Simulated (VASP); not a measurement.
Given:

```
CELL_PARAMETERS angstrom
      3.44017     0.00000     0.00000
      0.00000     3.44017     0.00000
      0.00000     0.00000     3.44017
ATOMIC_POSITIONS crystal
  Na 0.00000 0.00000 0.00000
  Cl 0.50000 0.50000 0.50000
```

Calculation: PBEsol GGA, VASP's PBE PAW potentials (set 64) (plane waves; VASP). Run with 400 eV cut-off, Gaussian smearing of 0.050 eV, potentials Na_pv Cl.

Task: Predict the band gap (along the path) with the smallest direct gap where there is one.

Result: 
| Quantity | Result |
|---|---|
| band gap (along the path) | 4.01 eV |
| smallest direct gap (along the path) | 4.56 eV |

Only differences to runs with the same potentials and settings are physical.

The structure was generated: NaCl was put into the CsCl type type (Pm-3m), which need not be its known phase. It was relaxed first.
